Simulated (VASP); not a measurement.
Level of theory: PBE GGA with D4 dispersion, VASP's PBE PAW potentials (set 64) (plane waves; VASP 6.6.1).

VASP input:

KPOINTS:
```
kpoints
0
gamma
  7 7 7
0 0 0
```

INCAR:
```
SYSTEM = NaI
PREC = Accurate
ENCUT = 520
EDIFF = 1E-7
NELM = 100
ALGO = Normal
LREAL = .FALSE.
LASPH = .TRUE.
ISMEAR = 0
SIGMA = 0.05
GGA = PE
IVDW = 13
LMAXMIX = 4
LWAVE = .FALSE.
LCHARG = .FALSE.
ISIF = 2
```

File POSCAR:
```
NaI
4.5792430
  0.0000000000   0.7071067281   0.7071067281
  0.7071067281   0.0000000000   0.7071067281
  0.7071067281   0.7071067281   0.0000000000
Na I
1 1
Cart
  0.0000000000   0.0000000000   0.0000000000
  0.7071067281   0.7071067281   0.7071067281
```

POTCAR, in this order: Na_pv I (PBE.64 set). Program: vasp_std.

Unless said otherwise, spin-orbit coupling is left out, though it shifts the bands of the heavy elements here.

Problem. What does the run give for the energy per atom (σ→0), dispersion energy, band gap (on the k-mesh)?

Solution. 
| Item | Result |
|---|---|
| energy per atom (σ→0) | -2851 meV/atom |
| dispersion energy | -0.317 eV |
| band gap (on the k-mesh) | 3.64 eV |

File OSZICAR:
```
...
DAV:   7    -0.538325554824E+01    0.87519E-02   -0.73232E-02   503   0.167E+00    0.590E-01
DAV:   8    -0.538533788775E+01   -0.20823E-02   -0.52357E-03   461   0.707E-01    0.156E-01
DAV:   9    -0.538530507281E+01    0.32815E-04   -0.14628E-04   512   0.135E-01    0.418E-02
DAV:  10    -0.538531981697E+01   -0.14744E-04   -0.39500E-05   494   0.781E-02    0.658E-03
DAV:  11    -0.538532021930E+01   -0.40233E-06   -0.41841E-06   476   0.234E-02    0.192E-03
DAV:  12    -0.538532046194E+01   -0.24264E-06   -0.48168E-07   497   0.607E-03    0.938E-04
DAV:  13    -0.538532053150E+01   -0.69559E-07   -0.13404E-08   313   0.980E-04
   1 F= -.57025378E+01 E0= -.57025378E+01  d E =-.642545E-14
```

The compound is NaI in the rock salt structure. This cell is one point of a volume scan, at 1.03 of the reference volume.
